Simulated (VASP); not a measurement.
Level of theory: PBE GGA with D3 dispersion (Becke-Johnson damping), VASP's PBE PAW potentials (set 64) (plane waves; VASP).

VASP input:

### INCAR
```
SYSTEM = InP
PREC = Accurate
ENCUT = 400
EDIFF = 1E-7
NELM = 100
ALGO = Normal
LREAL = .FALSE.
LASPH = .TRUE.
ISMEAR = 0
SIGMA = 0.01
GGA = PE
IVDW = 12
LMAXMIX = 4
LWAVE = .FALSE.
LCHARG = .FALSE.
LOPTICS = .TRUE.
NBANDS = 39
NEDOS = 1001
CSHIFT = 0.1
```

### POSCAR
```
InP
1
    0.0000000000     2.9455306514     2.9455306514
    2.9455306514     0.0000000000     2.9455306514
    2.9455306514     2.9455306514     0.0000000000
P In
1 1
Direct
  0.2500000000   0.2500000000   0.2500000000
  0.0000000000   0.0000000000   0.0000000000
```

**KPOINTS**
```
Automatic mesh
0
Gamma
18 18 18
0 0 0
```

POTCAR, in this order: P In_d (PBE.64 set). Program: vasp_std.

The run wrote:

File OSZICAR:
```
       N       E                     dE             d eps       ncg     rms          rms(c)
DAV:   1     0.142330605608E+03    0.14233E+03   -0.51543E+03 18148   0.423E+02
DAV:   2     0.923896736676E+01   -0.13309E+03   -0.11645E+03 16783   0.184E+02
DAV:   3    -0.829727222132E+01   -0.17536E+02   -0.17222E+02 18406   0.484E+01
DAV:   4    -0.880263827325E+01   -0.50537E+00   -0.50487E+00 18656   0.837E+00
DAV:   5    -0.881076536157E+01   -0.81271E-02   -0.81260E-02 21292   0.105E+00    0.558E+00
DAV:   6    -0.842576559582E+01    0.38500E+00   -0.21380E-01 22835   0.516E+00    0.320E+00
DAV:   7    -0.839513767879E+01    0.30628E-01   -0.51742E-02 22491   0.114E+00    0.131E+00
DAV:   8    -0.839572311198E+01   -0.58543E-03   -0.94763E-03 19327   0.476E-01    0.194E-01
DAV:   9    -0.839622210509E+01   -0.49899E-03   -0.59463E-04 18969   0.104E-01    0.113E-01
DAV:  10    -0.839639549218E+01   -0.17339E-03   -0.88355E-05 19546   0.769E-02    0.451E-02
DAV:  11    -0.839644907518E+01   -0.53583E-04   -0.36587E-05 18011   0.333E-02    0.816E-03
DAV:  12    -0.839645098461E+01   -0.19094E-05   -0.18509E-06 19924   0.473E-03    0.679E-03
DAV:  13    -0.839645168622E+01   -0.70162E-06   -0.87406E-07 17986   0.278E-03    0.162E-03
DAV:  14    -0.839645169823E+01   -0.12006E-07   -0.20015E-08 19932   0.583E-04
   1 F= -.90131918E+01 E0= -.90131918E+01  d E =-.129643E-36
 imaginary and real dielectric function
```

**OUTCAR**
```
------------------------ aborting loop because EDIFF is reached ----------------------------------------
 Edisp (eV)   -0.61674
  FORCE on cell =-STRESS in cart. coord.  units (eV):
  Direction    XX          YY          ZZ          XY          YZ          ZX
  --------------------------------------------------------------------------------------
  Total       0.01113     0.01113     0.01113     0.00000     0.00000     0.00000
  in kB       0.34873     0.34873     0.34873     0.00000     0.00000     0.00000
  external pressure =        0.35 kB  Pullay stress =        0.00 kB
  volume of cell :       51.11
      direct lattice vectors                 reciprocal lattice vectors
     0.000000000  2.945530651  2.945530651    -0.169748700  0.169748700  0.169748700
     2.945530651  0.000000000  2.945530651     0.169748700 -0.169748700  0.169748700
     2.945530651  2.945530651  0.000000000     0.169748700  0.169748700 -0.169748700
  FREE ENERGIE OF THE ION-ELECTRON SYSTEM (eV)
  ---------------------------------------------------
  free  energy   TOTEN  =        -9.0131918121 eV

  energy  without entropy=       -9.0131918121  energy(sigma->0) =       -9.01319181

 plasma frequency squared (from intraband transitions) (eV^2)
  --------------------------------------------------------------------------------------
       0.000       0.000      -0.000
      -0.000       0.000       0.000
       0.000      -0.000       0.000

 plasma frequency squared (from interband transitions, int dw w eps(2)(w)) (eV^2)
  --------------------------------------------------------------------------------------
     324.037       0.000      -0.000       0.000       0.000      -0.000
      -0.000      -0.000     324.037       0.000      -0.000      -0.000
       0.000       0.000      -0.000       0.000     324.037       0.000
```
(Selected blocks of OUTCAR.)

File OUTCAR:
```
 val. band max:        5.0212894343   @ k =   0.0000   0.0000   0.0000

 cond. band min:       5.6500734142   @ k =   0.0000   0.0000   0.0000


 Fermi energy:         5.1062515010

 k-point     1 :       0.0000    0.0000    0.0000
  band No.  band energies     occupation
      1      -9.1326      2.00000
      2      -9.1326      2.00000
      3      -9.1326      2.00000
      4      -8.9881      2.00000
      5      -8.9881      2.00000
      6      -6.3918      2.00000
      7       5.0213      2.00000
      8       5.0213      2.00000
      9       5.0213      2.00000
     10       5.6501      0.00000
     11       9.1145      0.00000
     12       9.1145      0.00000
     13       9.1145      0.00000
     14      13.5324      0.00000
     15      14.4470      0.00000
     16      14.4470      0.00000
     17      16.1836      0.00000
     18      16.1836      0.00000
     19      16.1836      0.00000
     20      18.8610      0.00000
     21      26.8258      0.00000
     22      26.8258      0.00000
     23      26.8258      0.00000
     24      28.9312      0.00000
     25      28.9312      0.00000
     26      28.9312      0.00000
     27      28.9343      0.00000
     28      28.9343      0.00000
     29      28.9343      0.00000
     30      29.8616      0.00000
     31      29.8616      0.00000
     32      37.6032      0.00000
     33      38.6530      0.00000
     34      38.6530      0.00000
     35      38.6530      0.00000
     36      38.6975      0.00000
     37      39.0521      0.00000
     38      39.0521      0.00000
     39      41.5522      0.00000

 k-point     2 :       0.0556    0.0000    0.0000
  band No.  band energies     occupation
      1      -9.1363      2.00000
      2      -9.1311      2.00000
      3      -9.1311      2.00000
      4      -8.9881      2.00000
      5      -8.9881      2.00000
      6      -6.3570      2.00000
      7       4.4929      2.00000
      8       4.9820      2.00000
      9       4.9820      2.00000
...
```

The dielectric response may not be converged in the k-mesh; for small gaps it tends to come out too large. Unless said otherwise, spin-orbit coupling is left out, though it shifts the bands of the heavy elements here.

The structure comes from a measured InP entry (F-43m) of the Crystallography Open Database, whose conditions weren't checked. It was relaxed first.
